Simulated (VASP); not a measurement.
These are vdW-DF-cx, VASP's PBE PAW potentials (set 64) (plane waves; VASP) values and carry that method's errors. For the first row: Settings: 520 eV cut-off, 13×13×13 Γ-centred mesh, first-order Methfessel-Paxton smearing of 0.10 eV, potentials Al Ni.

| system | energy (eV/atom) |
|---|---|
| NiAl (CsCl type) | -3.5003 |
| Al (fcc) | -2.6303 |
| Ni (fcc) | -3.0388 |

The references are the elements' solids at the same level; no temperature or zero-point terms are added.

Q: What is the formation energy per atom of NiAl?

A: The references average (1×(-2.6303) + 1×(-3.0388))/2 = -2.8346 eV, so the formation energy is -3.5003 − (-2.8346) = -0.666 eV/atom.
